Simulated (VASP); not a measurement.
Computed with PBE GGA with D3 dispersion (zero damping), VASP's PBE PAW potentials (set 64) (plane waves; VASP 6.6.1).

The input files of a VASP run:

### INCAR
```
IVDW = 11   ! D3, zero damping
LCHARG = .FALSE.
ENCUT = 520
LWAVE = .FALSE.
SYSTEM = NaCl
NELM = 100
ISMEAR = 0   ! Gaussian
LREAL = .FALSE.
LASPH = .TRUE.   ! aspherical one-centre terms
ALGO = Normal   ! blocked Davidson
ISIF = 2   ! forces and stress, cell fixed
PREC = Accurate
GGA = PE
SIGMA = 0.05   ! width (eV)
EDIFF = 1E-7   ! SCF stop (eV)
```

**KPOINTS**
```
Regular mesh
0
gamma
 8 8 8
```

POSCAR:
```
NaCl
1
    0.0000000000     2.8225212137     2.8225212137
    2.8225212137     0.0000000000     2.8225212137
    2.8225212137     2.8225212137     0.0000000000
Na Cl
1 1
Direct
  0.0000000000   0.0000000000   1.0000000000
  0.5000000000   0.5000000000   0.5000000000
```

POTCAR, in this order: Na_pv Cl (PBE.64 set). Program: vasp_std.

Q: Estimate the energy per atom (σ→0), dispersion energy, band gap (on the k-mesh).

A: 
| Quantity | Result |
|---|---|
| energy per atom (σ→0) | -3.591 eV/atom |
| dispersion energy | -0.407 eV |
| band gap (on the k-mesh) | 5.10 eV |

OSZICAR:
```
...
DAV:   9    -0.677508023731E+01    0.54105E-04   -0.19340E-04   779   0.137E-01    0.132E-01
DAV:  10    -0.677522747742E+01   -0.14724E-03   -0.30897E-04   671   0.161E-01    0.483E-02
DAV:  11    -0.677522021985E+01    0.72576E-05   -0.18232E-05   737   0.441E-02    0.876E-03
DAV:  12    -0.677522065158E+01   -0.43173E-06   -0.14689E-06   689   0.136E-02    0.127E-03
DAV:  13    -0.677522107242E+01   -0.42084E-06   -0.25308E-07   680   0.390E-03    0.238E-03
DAV:  14    -0.677522091047E+01    0.16195E-06   -0.38000E-08   412   0.124E-03    0.363E-04
DAV:  15    -0.677522091320E+01   -0.27346E-08   -0.19380E-09   355   0.547E-04
   1 F= -.71823963E+01 E0= -.71823963E+01  d E =-.995979E-13
```

The compound is NaCl in the rock salt structure. It was relaxed first.
